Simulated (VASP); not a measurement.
# Fermi-Dirac smearing in TiSi2

Wanted: TS, pressure and Fermi level of TiSi2 against the smearing width, on one dense mesh.

Calculated with VASP 6.6.1; PBEsol; plane waves and PAW (Ti_sv, Si), in the first sound run; inputs show where later runs differ.

The database entry behind the starting cell is an old determination (1939), so it need not match the best structure at ambient conditions.

**1. Set-up**

It takes space group Fddd (No. 70, orthorhombic). Conventional cell: a = 4.773 Å, b = 8.236 Å, c = 8.523 Å, α = 90.00°, β = 90.00°, γ = 90.00°. Ti has 10 Si at 2.54 to 2.75 Å nearest. Nearest to Si lie 5 Ti at 2.54 to 2.75 Å and 5 Si at 2.54 to 2.75 Å. Farther neighbours are not listed.

**2. Relax the crystal, PBEsol**

The cell is relaxed and then held.

This step took 2 runs in a row; the last is shown.

Level: PBEsol; plane waves and PAW (Ti_sv, Si).

Input file INCAR:

```
SYSTEM = TiSi2
PREC = Accurate
ENCUT = 450
EDIFF = 1E-07
NELM = 120
ISMEAR = 1
SIGMA = 0.15
LREAL = .FALSE.
ALGO = Normal
GGA = PS
NBANDS = 26
LASPH = .TRUE.
LORBIT = 11
LWAVE = .FALSE.
LCHARG = .FALSE.
KPAR = 8
IBRION = 2
NSW = 40
ISIF = 3
EDIFFG = -0.005
POTIM = 0.4
```

Input file POSCAR:

```
TiSi2
1.0
    0.0000000000      4.0874885174      4.2515454887
    2.3799965568      0.0000000000      4.2515454887
    2.3799965568      4.0874885174      0.0000000000
Ti Si
2 4
Direct
    0.7500000000      0.7500000000      0.7500000000
    0.5000000000      0.5000000000      0.5000000000
    0.0862594001      0.4137405999      0.0862594001
    0.4137405999      0.0862594001      0.4137405999
    0.1637405999      0.8362594001      0.1637405999
    0.8362594001      0.1637405999      0.8362594001
```

Input file KPOINTS:

```
Automatic mesh
0
Gamma
12 12 12
0 0 0
```

The projector-augmented-wave data sets are Ti_sv and Si (PBE family, release 64).

The run is started by

```bash
mpirun -np 8 vasp_std
```

What it wrote:

```text
[banner, memory and clock lines left out]
running    8 mpi-ranks, on    1 nodes
[...]
|                                                                             |
|           W    W    AA    RRRRR   N    N  II  N    N   GGGG   !!!           |
|           W    W   A  A   R    R  NN   N  II  NN   N  G    G  !!!           |
|           W    W  A    A  R    R  N N  N  II  N N  N  G       !!!           |
|           W WW W  AAAAAA  RRRRR   N  N N  II  N  N N  G  GGG   !            |
|           WW  WW  A    A  R   R   N   NN  II  N   NN  G    G                |
|           W    W  A    A  R    R  N    N  II  N    N   GGGG   !!!           |
|                                                                             |
|     For optimal performance we recommend to set                             |
|       NCORE = 2 up to number-of-cores-per-socket                            |
|     NCORE specifies how many cores store one orbital (NPAR=cpu/NCORE).      |
|     This setting can greatly improve the performance of VASP for DFT.       |
[...]
|     You enforced a specific xc type in the INCAR file but a different       |
|     [... a line on the potential file left out ...]
|     I HOPE YOU KNOW WHAT YOU ARE DOING!                                     |
|                                                                             |

 LDA part: xc-table for (Slater+PW92), standard interpolation
 POSCAR, INCAR and KPOINTS ok, starting setup
[...]
entering main loop
       N       E                     dE             d eps       ncg     rms          rms(c)
DAV:   1     0.361949296296E+03    0.36195E+03   -0.17724E+04 14560   0.148E+03
DAV:   2    -0.929154213835E+00   -0.36288E+03   -0.35666E+03 14592   0.439E+02
DAV:   3    -0.441890945492E+02   -0.43260E+02   -0.42476E+02 25810   0.126E+02
DAV:   4    -0.471933362134E+02   -0.30042E+01   -0.29939E+01 19936   0.309E+01
[...]
DAV:  14    -0.436786823311E+02    0.73167E-06   -0.34427E-06 19326   0.155E-02    0.316E-03
DAV:  15    -0.436786822376E+02    0.93582E-07   -0.13504E-06 21142   0.849E-03    0.120E-03
DAV:  16    -0.436786822798E+02   -0.42205E-07   -0.72605E-08 11334   0.233E-03
   1 F= -.43678682E+02 E0= -.43678434E+02  d E =-.436787E+02
[...]
reached required accuracy - stopping structural energy minimisation
```

Elapsed: 2.5 min, on 8 MPI ranks of Intel Xeon Platinum 8488C (Sapphire Rapids), shared host; peak memory 4.2 GiB.

The logs omit lines about the potential files and the build; timing stands in the text.

OUTCAR, selected parts (step 2):

```text
  Total        0.0217556      0.0169834      0.0209499      0.0000000      0.0000000      0.0000000
  in kB        0.4213781      0.3289462      0.4057723      0.0000000      0.0000000      0.0000000
  external PRESSURE =       0.3853655 kB  Pullay stress =       0.0000000 kB

 POSITION                                       TOTAL-FORCE (eV/Angst)
 -----------------------------------------------------------------------------------
      3.56999      6.13123      6.37732        -0.000000      0.000000     -0.000000
      2.38000      4.08749      4.25155         0.000000      0.000000      0.000000
      1.19000      0.70517      2.12577        -0.000000     -0.000963      0.000000
      1.19000      3.38232      2.12577        -0.000000      0.000963      0.000000
      2.38000      1.33858      4.25155         0.000000      0.000963     -0.000000
      2.38000      6.83640      4.25155         0.000000     -0.000963     -0.000000
 -----------------------------------------------------------------------------------
    total drift:                               -0.000000     -0.000000      0.000000

  FREE ENERGIE OF THE ION-ELECTRON SYSTEM (eV)
  ---------------------------------------------------
  free  energy   TOTEN  =       -43.6786822798 eV

  energy  without entropy=      -43.6779379064  energy(sigma->0) =      -43.67843416

 reached required accuracy - stopping structural energy minimisation

[... 3 further parts left out ...]
[key lines of the parts left out:]
E-fermi :  10.2689
```

Numbers from this step:

```
energy(sigma→0) of the program : -43.6784 eV
stress, compression positive   : xx, yy, zz 0.04, 0.03, 0.04 GPa
volume                         : 82.720 Å³
ionic steps                    : 1
```

**3. Tetrahedra, PBEsol**

Tetrahedra give the density of states at the Fermi level without smearing.

Level: PBEsol; plane waves and PAW (Ti_sv, Si).

Input file INCAR:

```
SYSTEM = TiSi2
PREC = Accurate
ENCUT = 450
EDIFF = 1E-08
NELM = 100
ISMEAR = -5
SIGMA = 0.15
LREAL = .FALSE.
ALGO = Normal
GGA = PS
NBANDS = 68
LASPH = .TRUE.
LORBIT = 11
LWAVE = .FALSE.
LCHARG = .FALSE.
KPAR = 2
ISIF = 2
NEDOS = 3001
```

POSCAR is that of step 2.

Input file KPOINTS:

```
Automatic mesh
0
Gamma
16 16 16
0 0 0
```

The run is started by

```bash
mpirun -np 2 vasp_std
```

What it wrote:

```text
[banner, memory and clock lines left out]
running    2 mpi-ranks, on    1 nodes
[...]
[... a notice as in an earlier step ...]

 LDA part: xc-table for (Slater+PW92), standard interpolation
 POSCAR, INCAR and KPOINTS ok, starting setup
[...]
entering main loop
       N       E                     dE             d eps       ncg     rms          rms(c)
DAV:   1     0.350158244219E+03    0.35016E+03   -0.12987E+04 84584   0.567E+02
DAV:   2    -0.475248695107E+01   -0.35491E+03   -0.32894E+03 85208   0.190E+02
DAV:   3    -0.446461192841E+02   -0.39894E+02   -0.38173E+02107136   0.611E+01
DAV:   4    -0.472752670777E+02   -0.26291E+01   -0.25740E+01114900   0.136E+01
[...]
DAV:  17    -0.436779362288E+02   -0.18624E-07   -0.15059E-09 53920   0.142E-04    0.886E-05
DAV:  18    -0.436779362151E+02    0.13726E-07   -0.40750E-10 49608   0.123E-04    0.473E-05
DAV:  19    -0.436779362225E+02   -0.74424E-08   -0.60011E-11 49488   0.427E-05
   1 F= -.43677936E+02 E0= -.43677936E+02  d E =0.000000E+00
|                                                                             |
|           W    W    AA    RRRRR   N    N  II  N    N   GGGG   !!!           |
|           W    W   A  A   R    R  NN   N  II  NN   N  G    G  !!!           |
|           W    W  A    A  R    R  N N  N  II  N N  N  G       !!!           |
|           W WW W  AAAAAA  RRRRR   N  N N  II  N  N N  G  GGG   !            |
|           WW  WW  A    A  R   R   N   NN  II  N   NN  G    G                |
|           W    W  A    A  R    R  N    N  II  N    N   GGGG   !!!           |
|                                                                             |
|     Tetrahedron method does not include variations of the Fermi             |
|     occupations, so forces and stress will be inaccurate. We suggest        |
|     using a different smearing scheme ISMEAR = 1 or 2 for metals in         |
|     relaxations.                                                            |
|                                                                             |
```

It took 43 min on 2 MPI ranks; peak memory 3.3 GiB.

Parts of OUTCAR (step 3):

```text
  Total        0.0339697      0.0551838     -0.0350523      0.0000000      0.0000000      0.0000000
  in kB        0.6579496      1.0688395     -0.6789183      0.0000000      0.0000000      0.0000000
  external PRESSURE =       0.3492903 kB  Pullay stress =       0.0000000 kB

 POSITION                                       TOTAL-FORCE (eV/Angst)
 -----------------------------------------------------------------------------------
      3.56999      6.13123      6.37732         0.000000      0.000000      0.000000
      2.38000      4.08749      4.25155        -0.000000     -0.000000     -0.000000
      1.19000      0.70517      2.12577         0.000000     -0.004906      0.000000
      1.19000      3.38232      2.12577         0.000000      0.004906      0.000000
      2.38000      1.33858      4.25155        -0.000000      0.004906     -0.000000
      2.38000      6.83640      4.25155        -0.000000     -0.004906     -0.000000
 -----------------------------------------------------------------------------------
    total drift:                               -0.000000     -0.000000      0.000000

  FREE ENERGIE OF THE ION-ELECTRON SYSTEM (eV)
  ---------------------------------------------------
  free  energy   TOTEN  =       -43.6779362225 eV

  energy  without entropy=      -43.6779362225  energy(sigma->0) =      -43.67793622

[... 1 part as in an earlier step ...]

[... 2 further parts left out ...]
[key lines of the parts left out:]
E-fermi :  10.2585
```

Numbers from this step:

```
energy(sigma→0) of the program : -43.6779 eV
```

The run ends at a pressure of 0.03 GPa, with forces up to 0.0049 eV/Å.

**4. Electron temperature, PBEsol**

One member in full: SIGMA = 0.025 eV.

Level: PBEsol; plane waves and PAW (Ti_sv, Si).

Changes to INCAR since step 3:

```diff
@@ -5,4 +5,4 @@
 NELM = 100
-ISMEAR = -5
-SIGMA = 0.15
+ISMEAR = -1
+SIGMA = 0.025
 LREAL = .FALSE.
@@ -17,2 +17 @@
 ISIF = 2
-NEDOS = 3001
```

POSCAR is that of step 3.

KPOINTS is that of step 3.

The run is started by

```bash
mpirun -np 2 vasp_std
```

What it wrote:

```text
[... set-up lines as in an earlier step ...]
 entering main loop
       N       E                     dE             d eps       ncg     rms          rms(c)
DAV:   1     0.350155504201E+03    0.35016E+03   -0.12987E+04 84584   0.567E+02
DAV:   2    -0.475463915243E+01   -0.35491E+03   -0.32887E+03 85208   0.190E+02
DAV:   3    -0.446478680078E+02   -0.39893E+02   -0.38165E+02107136   0.611E+01
DAV:   4    -0.472771677647E+02   -0.26293E+01   -0.25742E+01114900   0.136E+01
[...]
DAV:  16    -0.436809447927E+02   -0.10044E-06   -0.44533E-08 99416   0.976E-04    0.175E-04
DAV:  17    -0.436809448124E+02   -0.19727E-07   -0.15915E-09 53984   0.148E-04    0.954E-05
DAV:  18    -0.436809448078E+02    0.46434E-08   -0.44573E-10 49608   0.131E-04
   1 F= -.43680945E+02 E0= -.43678692E+02  d E =-.450608E-02
```

The job ended after 40 min (2 MPI ranks; peak memory 3.3 GiB; 80 min of CPU time).

Parts of OUTCAR (step 4):

```text
  LATTYP: Found a face centered orthorhombic cell.
 ALAT       =     4.7599931136
 B/A-ratio  =     1.7174346348
 C/A-ratio  =     1.7863662351

 Subroutine GETGRP returns: Found  8 space group operations
 (whereof  4 operations were pure point group operations)

The static configuration has the point symmetry D_2 .
 The point group associated with its full space group is D_2h.

 Found    621 irreducible k-points:

   dimension x,y,z NGX =    42 NGY =   36 NGZ =   36
   dimension x,y,z NGXF=    84 NGYF=   72 NGZF=   72

   ENCUT  =  450.0 eV  33.07 Ry    5.75 a.u.  10.20  8.43  8.18*2*pi/ulx,y,z

   NELECT =      40.0000    total number of electrons

 E-fermi :  10.2704

 k-point     1 :       0.0000    0.0000    0.0000
  band No.  band energies     occupation
    ...
     17       7.9694      2.00000
     18       8.2590      2.00000
     19       8.5141      2.00000
     20       8.8969      2.00000
     21       9.3327      2.00000
     22      12.3604      0.00000
     23      13.4608      0.00000
     24      13.7084      0.00000
     25      13.7280      0.00000
     26      13.8128      0.00000
    ...

 k-point     2 :       0.0625    0.0000    0.0000
  band No.  band energies     occupation
    ...
     17       7.8360      2.00000
     18       8.2284      2.00000
     19       8.6995      2.00000
     20       8.9040      2.00000
     21       9.3233      2.00000
     22      12.3193      0.00000
     23      13.4615      0.00000
     24      13.6126      0.00000
     25      13.7883      0.00000
     26      13.8177      0.00000
    ...

  Total       -0.0168026      0.0340679      0.0441304      0.0000000      0.0000000      0.0000000
  in kB       -0.3254452      0.6598507      0.8547491      0.0000000      0.0000000      0.0000000
  external PRESSURE =       0.3963849 kB  Pullay stress =       0.0000000 kB

 POSITION                                       TOTAL-FORCE (eV/Angst)
 -----------------------------------------------------------------------------------
      3.56999      6.13123      6.37732         0.000000     -0.000000     -0.000000
      2.38000      4.08749      4.25155        -0.000000      0.000000     -0.000000
      1.19000      0.70517      2.12577         0.000000     -0.000819      0.000000
      1.19000      3.38232      2.12577         0.000000      0.000819      0.000000
      2.38000      1.33858      4.25155         0.000000      0.000819      0.000000
      2.38000      6.83640      4.25155         0.000000     -0.000819      0.000000
 -----------------------------------------------------------------------------------
    total drift:                               -0.000000     -0.000000      0.000000

  FREE ENERGIE OF THE ION-ELECTRON SYSTEM (eV)
  ---------------------------------------------------
  free  energy   TOTEN  =       -43.6809448078 eV

  energy  without entropy=      -43.6764387268  energy(sigma->0) =      -43.67869177

 total charge
# of ion       s       p       d       tot
------------------------------------------
    1        2.178   6.174   2.088  10.440
    2        2.178   6.174   2.088  10.440
    3        0.770   0.868   0.000   1.638
    4        0.770   0.868   0.000   1.638
    5        0.770   0.868   0.000   1.638
    6        0.770   0.868   0.000   1.638
--------------------------------------------------
tot          7.435  15.820   4.175  27.431

[... 2 parts as in an earlier step ...]

[... 7 further parts left out ...]
```

Numbers from this step:

- energy(sigma→0) of the program: -43.6787 eV
- stress, compression positive: xx, yy, zz -0.03, 0.07, 0.09 GPa

The run ends at a pressure of 0.04 GPa, with forces up to 8.2e-4 eV/Å.

**5. The whole series**

Notes on database entries: that of Fddd TiSi2 is an old determination (1939).

The other members went through these steps as far as the tables show, on the same mesh; 7 runs are not shown. The session took 13 core hours (wall time by ranks) on a shared machine.

```
width kT (eV)  temperature (K)  free energy less that of the narrowest width (meV/atom)  TS (meV/atom)  pressure (GPa)  shift of the Fermi level (eV)
        0.025              290                                                    0.000          0.751           0.040                          0.000
        0.050              580                                                   -1.108          2.944           0.056                          0.003
        0.075              870                                                        ?              ?           0.079                          0.009
        0.100             1160                                                   -5.513         11.713           0.108                          0.016
        0.150             1741                                                  -12.851         26.597           0.194                          0.035
        0.200             2321                                                  -23.379         49.073           0.331                          0.057
        0.300             3481                                                  -55.706        121.696           0.801                          0.102
```

**6. The Sommerfeld expansion**

At low temperature TS = (π²/3) g (kT)², so TS, twice the difference of energy(sigma→0) and the free energy, over (π²/3)(kT)² is an effective density of states: 0.365, 0.358, 0.356, 0.359, 0.373, 0.411 states/eV/atom in the rows shown.

Fitting a parabola to the 6 known rows (σ: width in eV) gives g = 1.337 σ² − 0.2598 σ + 0.3692 in states/eV/atom; the residuals are 0.0014 states/eV/atom r.m.s.

For the withheld row, σ = 0.075, the fit gives 0.357 states/eV/atom.

**7. Checking the prediction**

The calculation gives 0.357 states/eV/atom, so the prediction is right to the last digit shown.

The parabola in σ is an empirical guide, not the expansion itself. Tetrahedra give g = 0.379 states/eV/atom at the Fermi level, the limit that the series should reach at zero width.

**8. What came out**

| Item | Value |
| --- | --- |
| density of states at the Fermi level, tetrahedra | 0.38 states/eV/atom |
| Sommerfeld coefficient from it | 0.89 mJ per mole of atoms and K² |
| pressure at the widest setting | 0.80 GPa |
| error of the predicted g | 0.000 states/eV/atom |

In words: Against the tetrahedron value, the effective density of states stands at -4 % at 0.025 eV, -6 % at 0.05 eV, -6 % at 0.1 eV, +8 % at 0.3 eV. The leading term holds within a tenth at the widest setting. The bare coefficient lacks the electron-phonon enhancement of measured heat capacities.

[Lines on the potential files, build, host, timing and source positions are cut from VASP's logs without a mark.]

[Logs are printed without paths, hosts, clocks, repeated set-up lines and the standing remarks that a program may print on its own settings, such as how far it seeks lower states.]

[Hosts, paths, dates, database ids (printed as entryN), source tags and the programs' standing remarks are cut or masked in the printed files.]
